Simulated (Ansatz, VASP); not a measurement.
## Tl2Te: VASP beside Ansatz

Aim: how closely do two programs agree when they are given the same cell, functional and k mesh? The cell is generated by rule, not measured, and may not be a known phase. The cell is taken from a series of runs on this material, whose earlier steps may have relaxed, scaled, displaced or heated it; both programs get it as it stands.

Program: Ansatz 0.2.0. Level of theory: plane waves, with VASP 6.6.1 beside it; zone-centre phonons at PBEsol. Results are calculated unless marked as measured.

The structure was built from a prototype and need not be the compound's stable phase.

**1. The structure**

Symmetry: P4/nmm, No. 129, tetragonal system. The conventional cell has a = 4.928 Å, b = 4.928 Å, c = 7.959 Å, α = 90.00°, β = 90.00°, γ = 90.00°. Nearest to Te lie 9 Tl at 3.04 to 3.49 Å. Tl has 5 Te at 3.04 to 3.49 Å nearest. Nearest to Tl lie 4 Te at 3.40 Å and 4 Tl at 3.48 Å. Farther neighbours and most contacts between anions are not listed.

Structure file:

```cif
data_structure
_symmetry_space_group_name_H-M 'P4/nmm:1'
_symmetry_Int_Tables_number 129
_cell_length_a 4.9280
_cell_length_b 4.9280
_cell_length_c 7.9592
_cell_angle_alpha 90.000
_cell_angle_beta 90.000
_cell_angle_gamma 90.000
_cell_volume 193.29
loop_
_atom_site_label
_atom_site_type_symbol
_atom_site_symmetry_multiplicity
_atom_site_Wyckoff_symbol
_atom_site_fract_x
_atom_site_fract_y
_atom_site_fract_z
_atom_site_occupancy
Te1 Te 2 c 0.00000 0.50000 0.70609 1
Tl1 Tl 2 c 0.00000 0.50000 0.32404 1
Tl2 Tl 2 a 0.50000 0.50000 0.00000 1
```

**2. Ansatz: zone-centre phonons, PBEsol**

Ansatz runs on its default PAW (the set named soft_2) files.

Second derivatives magnify differences that forces hide, and they need a tight electronic threshold.

input.yaml

```yaml
crystal:
  lattice:
    - [4.928032686, 0.0, 0.0]
    - [0.0, 4.928032686, 0.0]
    - [0.0, 0.0, 7.9592200256]
  atoms:
    - { symbol: Te, position: [0.0, 0.5, 0.7060881086] }
    - { symbol: Te, position: [0.5, 0.0, 0.2939118914] }
    - { symbol: Tl, position: [0.0, 0.5, 0.3240378555] }
    - { symbol: Tl, position: [0.5, 0.5, 0.0] }
    - { symbol: Tl, position: [0.5, 0.0, 0.6759621445] }
    - { symbol: Tl, position: [0.0, 0.0, 0.0] }
kpoints:
  mp_grid: { grid: [8, 8, 6] }
hamiltonian:
  xc: pbesol
scf:
  occupations: { method: gaussian, width: 0.01 }
output:
  eigenvalues: true
phonons:
  method: dfpt
```

Started as:

```sh
$ ansatz run input.yaml --threads 8 --pin off --max-ram 14336MiB --backend cpu --events-out ev --progress --plain --runs-dir out
```

Numbers of over 12 decimals in the logs are rounded to 6 here.

What it wrote:

```text
zone centre: on kpoints.mp_grid the ground state, and the responses unless they are solved on pairs of k-points, stand on 100 of the mesh's 384 k-points, reduced under 4 symmetry operations, with k and −k counted as one. Each operation leaves every solved displacement unchanged or reverses it
Engine: ansatz 0.2.0, aarch64-unknown-linux-gnu
Pseudopotentials: kind: paw
Pseudopotential: Te, paw, valence charge 16, recommended cutoff 420 eV (normal), Te.paw.azcp
Pseudopotential: Tl, paw, valence charge 13, recommended cutoff 420 eV (normal), Tl.paw.azcp
Functional definition: PBEsol
  exchange = pbesol_x
  correlation = pbesol_c
Crystal: 6 atoms, lattice volume = 193.294 Å³
Basis set: ecut = 420 eV, 3791 PW (Γ), exchange–correlation on 72×72×108 points (8 copies of the dense FFT grid, shifted against one another)
Bands: 51, of which v1, the nominal top of the filled ones, is band 42 counted from 1 (41 counted from 0)
Symmetry: 16 space group operations
k-points: 100 of 384 (irreducible under 4 space group operations, time reversal used)
Non-local potential: Te, projectors of the file, l = 0: 2, l = 1: 2, l = 2: 2, l = 3: 2
Non-local potential: Tl, projectors of the file, l = 0: 2, l = 1: 2, l = 2: 2, l = 3: 1
PAW form: soft (Blöchl's): semilocal exchange-correlation on the pseudo side does not see the compensation charge
PAW frozen core: Te, regenerated for the run's functional, and the local potential with it (the file was generated under x = pbe(κ = 0.804, μ = 0.219515), c = pbe(β = 0.066725))
PAW frozen core: Tl, regenerated for the run's functional, and the local potential with it (the file was generated under x = pbe(κ = 0.804, μ = 0.219515), c = pbe(β = 0.066725))
PAW one-centre angular grid: Te, 590 points (default); XC on 64 Gauss nodes
PAW one-centre angular grid: Tl, 590 points (default); XC on 64 Gauss nodes
Initial density: superposition of atomic densities (neutral atoms: chi_scale 0, normalization atom), corrected by the library's trained network
Initial wavefunctions: pseudopotential atomic-orbital guess
Functional: x = pbesol(κ = 0.804, μ = 0.123457), c = pbesol(β = 0.046)
SCF iter   1: F=—  HF=-58986.914193 eV  |F-HF|=—  |Δ(HF+E_count)|=         —  Δρ=3.15e-3  dr2=5.18e-2  ethr=1.77e-3  ⟨swp⟩=7.2  Hψ=21061  notcnv=0  defer=1
preconditioner: auto → LDOS  [insulator: Δε(μ)=0.024 eV  Ē_g=11.704 eV  σ=0.010 eV  W_gap=0.86  n_scr=38 (ndim 8)  ℏωp=21.4 eV  f_vac=0.020  D(μ)=1.44/eV (n_scr^D=2)  ε∞_Penn≈4.3  β→1.0]
SCF iter   2: F=—  HF=-58986.902728 eV  |F-HF|=—  |Δ(HF+E_count)|=   1.15e-2  Δρ=2.39e-3  dr2=2.37e-2  ethr=6.17e-5  ⟨swp⟩=3.0  Hψ=11361  notcnv=0  defer=325
SCF iter   3: F=—  HF=-58986.895795 eV  |F-HF|=—  |Δ(HF+E_count)|=   6.93e-3  Δρ=4.25e-4  dr2=8.85e-4  ethr=2.82e-5  ⟨swp⟩=3.0  Hψ=10181  notcnv=0  defer=325
SCF iter   4: F=—  HF=-58986.895637 eV  |F-HF|=—  |Δ(HF+E_count)|=   1.58e-4  Δρ=1.55e-4  dr2=5.84e-5  ethr=1.05e-6  ⟨swp⟩=2.0  Hψ=9449  notcnv=0  defer=325
SCF iter   5: F=—  HF=-58986.895624 eV  |F-HF|=—  |Δ(HF+E_count)|=   1.39e-5  Δρ=4.02e-5  dr2=3.59e-6  ethr=6.95e-8  ⟨swp⟩=2.0  Hψ=8975  notcnv=0  defer=325
SCF iter   6: F=—  HF=-58986.895707 eV  |F-HF|=—  |Δ(HF+E_count)|=   8.37e-5  Δρ=1.10e-5  dr2=3.13e-7  ethr=4.27e-9  ⟨swp⟩=2.9  Hψ=8889  notcnv=0  defer=325
SCF iter   7: F=—  HF=-58986.895707 eV  |F-HF|=—  |Δ(HF+E_count)|=   6.71e-8  Δρ=3.13e-6  dr2=2.08e-8  ethr=3.73e-10  ⟨swp⟩=2.0  Hψ=8970  notcnv=0  defer=325
SCF iter   8: F=—  HF=-58986.895707 eV  |F-HF|=—  |Δ(HF+E_count)|=   2.45e-9  Δρ=1.12e-6  dr2=3.04e-9  ethr=2.48e-11  ⟨swp⟩=2.0  Hψ=8976  notcnv=0  defer=325
SCF iter   9: F=—  HF=-58986.895707 eV  |F-HF|=—  |Δ(HF+E_count)|=  3.71e-10  Δρ=2.60e-7  dr2=1.26e-10  ethr=3.62e-12  ⟨swp⟩=2.0  Hψ=8976  notcnv=0  defer=325
SCF iter  10: F=—  HF=-58986.895707 eV  |F-HF|=—  |Δ(HF+E_count)|=  1.09e-10  Δρ=1.07e-7  dr2=2.34e-11  ethr=1.00e-12  ⟨swp⟩=1.0  Hψ=4775  notcnv=0  defer=325
SCF iter  11: F=-58986.895707 eV  HF=-58986.895707 eV  |F-HF|=1.46e-11  |Δ(HF+E_count)|=  7.28e-12  Δρ=2.67e-8  dr2=1.21e-12  ethr=1.00e-12  ⟨swp⟩=12.0  Hψ=27986  notcnv=0
SCF 1 converged in 11 iterations: F = -58986.895707 eV  dr2 = 1.21e-12
  greatest PAW one-centre occupation: 0.998 electrons in one spin orbital (limit 2), on the Te atom at site 1 (counted from 0), in its partial waves of l = 2
DFPT response loops at Γ: preconditioner auto → Kerker (q_TF=auto, 2.374 Å⁻¹) (partly filled bands, converged f_vac=0.018); β = 1.00, the filter's whole step (`scf.mixing.beta` (0.50) is not read by the response loops under this deck's `scf.mixing.preconditioner`; to damp them name `kerker` or `kerker_dos`, under which they read `scf.mixing.beta`, and type it under 1.00, their step now; both keys bind the ground state too); Broyden in place of MSR1
SCF converged after 11 iterations
Free energy (F): -58986.895707 eV
Harris-Foulkes:  -58986.895707 eV  (|F-HF|=1.46e-11)
Internal energy: -58986.895597 eV  (E = F + TS)
E sigma→0 (E₀):  -58986.895652 eV
Entropy (-TS):   -0.000110 eV (-0.018 meV/atom)
Fermi energy:    8.448728 eV
--- Per-component energies (eV) ---
  E_band       = -557.879282
  E_kinetic    = 1693.099413
  E_local      = -6364.477425  (includes V_loc(G=0)·N_el)
  E_nonlocal   = 662.292096
  E_hartree    = 3039.290607
  E_xc         = -1163.069310
  E_vxc        = -778.105940  (∫ρ·V_xc dr)
  E_paw        = -49235.646026  (= ΣΔE_a)
  E_vpaw       = -1849.268416  (= ΣTr[D̂ρ^β])
  E_aug_tail   = -0.000210  (compensation charges beyond the density's cutoff)
  E_ewald      = -7619.287433
  E_core_change = 0.902691  (= ΣΔE_core)
  E_smearing   = -0.000110  (= −TS)
  E_closure    = 0.000000  (closes the sum)
  Σ components = -58986.895707   (vs F -58986.895707, Δ=0.00e0)
--- Band table (eV; the first three rows and the last of 100) ---
  k-point 0: bands = [... 38 lower, 7.2463, 7.2463, 7.3252, 8.6491, 9.8254, 9.8254, 10.0468, 11.0497, ... 5 higher]
  k-point 1: bands = [... 38 lower, 7.0925, 7.1165, 7.1165, 8.1304, 9.9141, 9.9141, 10.9195, 10.9749, ... 5 higher]
  k-point 2: bands = [... 38 lower, 6.2106, 6.8107, 6.8107, 8.0424, 10.0886, 10.0886, 10.8498, 11.6935, ... 5 higher]
  k-point 99: bands = [... 38 lower, 6.9837, 6.9837, 7.5893, 7.5893, 8.1628, 8.1628, 11.3653, 11.3653, ... 5 higher]
--- Phonons (Γ-DFPT): 6 representative perturbations + reference, on 100 of 384 k-points (Σ response iterations 18) ---
  k mesh reduced under 4 symmetry operations, with k and −k counted as one. Each operation leaves every solved displacement unchanged or reverses it
  ASR residual: 5.548e-5 → 0.000e0 eV/Å²; symmetrization residual: 4.978e-5 eV/Å²
  ASR residual per site (eV/Å²): 5.55e-5 5.55e-5 2.64e-5 4.65e-5 2.64e-5 4.65e-5
  Γ frequencies (cm⁻¹): 0.00 0.00 0.00 29.00 29.00 35.36 36.88 36.88 41.19 41.19 49.21 53.41 53.41 55.47 64.69 64.69 91.53 103.01
  non-analytic LO–TO correction: not included (Born effective charges unavailable; polar crystals: no LO–TO splitting at Γ)
```

**3. VASP: zone-centre phonons, PBEsol**

The same cell, functional, mesh and smearing now go to VASP, with its own data sets.

Lines of VASP's logs that name or quote its potential files are left out, and so is its time.

INCAR

```
SYSTEM = Tl2Te
PREC = Accurate
ENCUT = 500
EDIFF = 1E-08
NELM = 120
ISMEAR = 0
SIGMA = 0.01
LREAL = .FALSE.
ALGO = Normal
GGA = PS
NBANDS = 39
LORBIT = 11
LWAVE = .FALSE.
LCHARG = .FALSE.
ISIF = 2
IBRION = 8
LASPH = .TRUE.
GGA_COMPAT = .FALSE.
KPAR = 2
```

POSCAR

```
Tl2Te
1.0
    4.9280326860      0.0000000000      0.0000000000
    0.0000000000      4.9280326860      0.0000000000
    0.0000000000      0.0000000000      7.9592200256
Te Tl
2 4
Direct
    0.0000000000      0.5000000000      0.7060881086
    0.5000000000      0.0000000000      0.2939118914
    0.0000000000      0.5000000000      0.3240378555
    0.5000000000      0.5000000000      0.0000000000
    0.5000000000      0.0000000000      0.6759621445
    0.0000000000      0.0000000000      0.0000000000
```

KPOINTS

```
Automatic mesh
0
Gamma
8 8 6
0 0 0
```

PAW data sets: Te and Tl_d (PBE family, release 64).

Started as:

```sh
$ mpirun -np 2 vasp_std
```

What it wrote:

```text
[banner, memory and clock lines left out]
running    2 mpi-ranks, on    1 nodes
 distrk:  each k-point on    1 cores,    2 groups
 distr:  one band on    1 cores,    1 groups

 POSCAR found type information on POSCAR TeTl
 POSCAR found :  2 types and       6 ions
|                                                                             |
|               ----> ADVICE to this user running VASP <----                  |
|                                                                             |
|     You enforced a specific xc type in the INCAR file but a different       |
|     [... a line on the potential file left out ...]
|     I HOPE YOU KNOW WHAT YOU ARE DOING!                                     |
|                                                                             |

 LDA part: xc-table for (Slater+PW92), standard interpolation
 POSCAR, INCAR and KPOINTS ok, starting setup
 FFT: planning ... GRIDC
 FFT: planning ... GRID_SOFT
 FFT: planning ... GRID
 WAVECAR not read
 entering main loop
       N       E                     dE             d eps       ncg     rms          rms(c)
DAV:   1     0.343922559734E+03    0.34392E+03   -0.30645E+04  4712   0.142E+03
DAV:   2    -0.419150110038E+01   -0.34811E+03   -0.33637E+03  5188   0.304E+02
DAV:   3    -0.188537088732E+02   -0.14662E+02   -0.14232E+02  5454   0.490E+01
DAV:   4    -0.191219872616E+02   -0.26828E+00   -0.26790E+00  5425   0.653E+00
DAV:   5    -0.191264405230E+02   -0.44533E-02   -0.44526E-02  5529   0.889E-01    0.684E+00
DAV:   6    -0.187607176963E+02    0.36572E+00   -0.63525E-01  5127   0.472E+00    0.490E+00
DAV:   7    -0.187525899824E+02    0.81277E-02   -0.32825E-01  5107   0.242E+00    0.173E+00
DAV:   8    -0.187474895301E+02    0.51005E-02   -0.32168E-02  4990   0.100E+00    0.556E-01
DAV:   9    -0.187474969560E+02   -0.74259E-05   -0.31571E-03  5268   0.254E-01    0.132E-01
DAV:  10    -0.187475172193E+02   -0.20263E-04   -0.17119E-04  5188   0.676E-02    0.381E-02
DAV:  11    -0.187475273852E+02   -0.10166E-04   -0.42316E-05  5341   0.377E-02    0.192E-02
DAV:  12    -0.187475273396E+02    0.45670E-07   -0.89959E-06  5213   0.171E-02    0.915E-03
DAV:  13    -0.187475274291E+02   -0.89502E-07   -0.16183E-06  5058   0.632E-03    0.268E-03
DAV:  14    -0.187475274486E+02   -0.19514E-07   -0.18861E-07  5553   0.282E-03    0.947E-04
DAV:  15    -0.187475274742E+02   -0.25622E-07   -0.53658E-08  4835   0.914E-04    0.391E-04
DAV:  16    -0.187475274727E+02    0.15498E-08   -0.88081E-09  3214   0.521E-04
   1 F= -.18747527E+02 E0= -.18747469E+02  d E =-.116046E-03
 Linear response reoptimize wavefunctions to high precision
DAV:   1    -0.187475274732E+02   -0.54206E-09   -0.30000E-09  3035   0.218E-04
DAV:   2    -0.187475274733E+02   -0.11642E-09   -0.34202E-10  2732   0.730E-05
DAV:   3    -0.187475274733E+02    0.47294E-10   -0.64388E-11  2585   0.321E-05
 Linear response DOF=           6
 Linear response progress:
  Degree of freedom:   1/  6
       N       E                     dE             d eps       ncg     rms          rms(c)
RMM:   1    -0.517087237959E-01   -0.51709E-01    0.59362E-02 19414   0.543E-01
RMM:   2    -0.509335135915E-01    0.77521E-03   -0.17315E-03 15540   0.125E-01    0.413E-02
RMM:   3    -0.510602014497E-01   -0.12669E-03   -0.58655E-05 16250   0.263E-02    0.315E-02
RMM:   4    -0.511970236158E-01   -0.13682E-03   -0.16861E-05 16632   0.140E-02    0.670E-03
RMM:   5    -0.512275070890E-01   -0.30483E-04   -0.11087E-06 16729   0.372E-03    0.189E-03
RMM:   6    -0.512212432828E-01    0.62638E-05   -0.21372E-07 16674   0.126E-03    0.262E-04
RMM:   7    -0.512229087472E-01   -0.16655E-05   -0.56441E-08 16943   0.262E-04    0.144E-04
RMM:   8    -0.512227717641E-01    0.13698E-06   -0.19497E-08 16911   0.115E-04    0.490E-05
RMM:   9    -0.512227288467E-01    0.42917E-07    0.69205E-09 17272   0.240E-05    0.239E-05
RMM:  10    -0.512227947286E-01   -0.65882E-07   -0.10508E-08 17106   0.109E-05    0.624E-06
RMM:  11    -0.512227849916E-01    0.97370E-08    0.69276E-09 14423   0.430E-06    0.122E-06
 first order change of Fermi-energy   0.89871E-05
 force on displaced ion       1 direction 1 :  -1.099   0.000   0.001
 Linear response progress:
  Degree of freedom:   2/  6
       N       E                     dE             d eps       ncg     rms          rms(c)
RMM:   1    -0.581159350233E-01   -0.58116E-01    0.69208E-02 10381   0.577E-01
RMM:   2    -0.571727453176E-01    0.94319E-03   -0.19027E-03  7261   0.132E-01    0.102E-01
RMM:   3    -0.572775443154E-01   -0.10480E-03   -0.17935E-04  7574   0.371E-02    0.615E-02
RMM:   4    -0.573934988467E-01   -0.11595E-03   -0.41287E-05  7648   0.210E-02    0.165E-02
RMM:   5    -0.574201272046E-01   -0.26628E-04   -0.59950E-06  7705   0.686E-03    0.398E-03
RMM:   6    -0.574167413487E-01    0.33859E-05   -0.23653E-07  7706   0.181E-03    0.100E-03
RMM:   7    -0.574154405444E-01    0.13008E-05    0.42755E-08  7811   0.545E-04    0.396E-04
RMM:   8    -0.574160528894E-01   -0.61234E-06   -0.21467E-08  7819   0.195E-04    0.147E-04
RMM:   9    -0.574160936997E-01   -0.40810E-07    0.24766E-08  7779   0.692E-05    0.354E-05
RMM:  10    -0.574161326635E-01   -0.38964E-07    0.26765E-09  7850   0.254E-05    0.969E-06
RMM:  11    -0.574161184318E-01    0.14232E-07   -0.12198E-09  7728   0.719E-06    0.316E-06
RMM:  12    -0.574161170979E-01    0.13338E-08   -0.13026E-08  6458   0.324E-06    0.104E-06
 first order change of Fermi-energy   0.27499E+00
 force on displaced ion       1 direction 3 :   0.000   0.000  -2.869
 Linear response progress:
  Degree of freedom:   3/  6
       N       E                     dE             d eps       ncg     rms          rms(c)
RMM:   1    -0.342989428720E+00   -0.34299E+00   -0.24017E-01 17100   0.270E+00
RMM:   2    -0.343677582216E+00   -0.68815E-03   -0.32040E-03 15270   0.317E-01    0.381E-02
RMM:   3    -0.343478501075E+00    0.19908E-03   -0.64876E-05 17117   0.434E-02    0.211E-02
RMM:   4    -0.343241870905E+00    0.23663E-03   -0.14468E-05 17320   0.157E-02    0.483E-03
RMM:   5    -0.343233381841E+00    0.84891E-05   -0.62087E-07 17386   0.275E-03    0.263E-03
RMM:   6    -0.343233019592E+00    0.36225E-06   -0.39952E-07 16926   0.232E-03    0.389E-04
RMM:   7    -0.343232697637E+00    0.32196E-06    0.78543E-08 17555   0.392E-04    0.218E-04
RMM:   8    -0.343232118002E+00    0.57963E-06    0.18994E-08 17241   0.151E-04    0.337E-05
RMM:   9    -0.343232343474E+00   -0.22547E-06    0.29415E-09 17717   0.259E-05    0.167E-05
RMM:  10    -0.343232402600E+00   -0.59126E-07    0.44989E-09 17633   0.121E-05    0.443E-06
RMM:  11    -0.343232452799E+00   -0.50199E-07    0.44348E-09 15122   0.439E-06    0.127E-06
RMM:  12    -0.343232462382E+00   -0.95833E-08   -0.38744E-10 11626   0.254E-06    0.225E-07
 first order change of Fermi-energy   0.13312E-04
 force on displaced ion       3 direction 1 :  -0.788   0.000  -0.000
 Linear response progress:
  Degree of freedom:   4/  6
       N       E                     dE             d eps       ncg     rms          rms(c)
RMM:   1    -0.351709119295E+00   -0.35171E+00   -0.23647E-01  7994   0.275E+00
RMM:   2    -0.351594953071E+00    0.11417E-03   -0.34693E-03  7038   0.326E-01    0.797E-02
RMM:   3    -0.351311141782E+00    0.28381E-03   -0.13406E-04  7835   0.481E-02    0.454E-02
RMM:   4    -0.351024573167E+00    0.28657E-03   -0.58517E-05  7807   0.212E-02    0.928E-03
RMM:   5    -0.351013436392E+00    0.11137E-04   -0.59406E-06  7994   0.509E-03    0.290E-03
RMM:   6    -0.351024687706E+00   -0.11251E-04   -0.21945E-07  7831   0.219E-03    0.102E-03
RMM:   7    -0.351027979183E+00   -0.32915E-05    0.67379E-08  8111   0.672E-04    0.343E-04
RMM:   8    -0.351029753686E+00   -0.17745E-05    0.71789E-08  7989   0.193E-04    0.915E-05
RMM:   9    -0.351029596780E+00    0.15691E-06   -0.31819E-08  8067   0.903E-05    0.311E-05
RMM:  10    -0.351029861060E+00   -0.26428E-06   -0.38185E-09  7984   0.340E-05    0.102E-05
RMM:  11    -0.351029853376E+00    0.76843E-08   -0.35667E-09  8003   0.912E-06    0.280E-06
 first order change of Fermi-energy  -0.42429E-01
 force on displaced ion       3 direction 3 :   0.000   0.000  -3.775
 Linear response progress:
  Degree of freedom:   5/  6
       N       E                     dE             d eps       ncg     rms          rms(c)
RMM:   1    -0.343246127496E+00   -0.34325E+00   -0.23653E-01 17004   0.273E+00
RMM:   2    -0.343655685607E+00   -0.40956E-03   -0.30997E-03 15250   0.308E-01    0.363E-02
RMM:   3    -0.343548694511E+00    0.10699E-03   -0.59929E-05 17098   0.416E-02    0.187E-02
RMM:   4    -0.343413260069E+00    0.13543E-03   -0.61020E-06 17455   0.118E-02    0.494E-03
RMM:   5    -0.343396218737E+00    0.17041E-04   -0.11838E-07 17404   0.230E-03    0.178E-03
RMM:   6    -0.343396604384E+00   -0.38565E-06   -0.20126E-07 17105   0.157E-03    0.276E-04
RMM:   7    -0.343395384860E+00    0.12195E-05    0.14846E-07 17700   0.279E-04    0.175E-04
RMM:   8    -0.343394517884E+00    0.86698E-06    0.28300E-08 17503   0.116E-04    0.197E-05
RMM:   9    -0.343394456909E+00    0.60975E-07   -0.12824E-09 17822   0.251E-05    0.866E-06
RMM:  10    -0.343394414643E+00    0.42266E-07    0.52187E-10 17824   0.101E-05    0.172E-06
RMM:  11    -0.343394417650E+00   -0.30073E-08    0.68562E-10 14908   0.321E-06    0.678E-07
 first order change of Fermi-energy  -0.10423E-04
 force on displaced ion       4 direction 1 :  -1.560   0.000   0.000
 Linear response progress:
  Degree of freedom:   6/  6
       N       E                     dE             d eps       ncg     rms          rms(c)
RMM:   1    -0.351542710837E+00   -0.35154E+00   -0.24081E-01 13117   0.275E+00
RMM:   2    -0.351606327763E+00   -0.63617E-04   -0.32525E-03 11764   0.316E-01    0.512E-02
RMM:   3    -0.351327402739E+00    0.27893E-03   -0.11776E-04 13247   0.485E-02    0.285E-02
RMM:   4    -0.351153436185E+00    0.17397E-03   -0.21008E-05 13363   0.184E-02    0.131E-02
RMM:   5    -0.351100557792E+00    0.52878E-04   -0.37856E-06 13334   0.714E-03    0.302E-03
RMM:   6    -0.351103567240E+00   -0.30094E-05   -0.23809E-07 13283   0.197E-03    0.113E-03
RMM:   7    -0.351103142075E+00    0.42516E-06   -0.44558E-08 13547   0.696E-04    0.376E-04
RMM:   8    -0.351102268927E+00    0.87315E-06    0.76334E-08 13576   0.233E-04    0.111E-04
RMM:   9    -0.351102481634E+00   -0.21271E-06   -0.14015E-08 13529   0.760E-05    0.311E-05
RMM:  10    -0.351102652266E+00   -0.17063E-06    0.71650E-09 13730   0.185E-05    0.118E-05
RMM:  11    -0.351102707054E+00   -0.54789E-07    0.98937E-10 13519   0.103E-05    0.392E-06
RMM:  12    -0.351102712701E+00   -0.56461E-08    0.69638E-10 11544   0.332E-06    0.117E-06
 first order change of Fermi-energy  -0.13984E-03
 force on displaced ion       4 direction 3 :   0.000   0.000  -1.394
 Linear response finished
```

(Part 1 of 2 ends here.)

[Lines on the potential files, build, host, timing and source positions are cut from VASP's logs without a mark.]

[Logs are printed without paths, hosts, clocks, repeated set-up lines and the standing remarks that a program may print on its own settings, such as how far it seeks lower states.]

[Hosts, paths, dates, database ids (printed as entryN), source tags and the programs' standing remarks are cut or masked in the printed files.]
